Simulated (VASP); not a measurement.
Energy against volume of BP (zinc blende). Calculation: PW91 GGA, VASP's PBE PAW potentials (set 64) (plane waves; VASP). Run with 520 eV cut-off, 10×10×10 Γ-centred mesh, Gaussian smearing of 0.050 eV, potentials B P.

```csv
V (Å³/atom),E (eV/atom)
11.055,-6.44127
11.408,-6.45939
11.761,-6.46515
12.113,-6.46022
```

Q: Fit these four points and predict the energy of the run at 12.466 Å³/atom.

A: A cubic in V^(−2/3), the third-order Birch-Murnaghan form, passes through the four points with V0 = 11.77 Å³/atom and B0 = 162 GPa, and gives -6.4460 eV/atom there. The run gave -6.4460 eV/atom, -0.0 meV/atom from the fit; all five points give B0 = 161 GPa.

The compound is BP in the zinc blende structure. It was relaxed first.
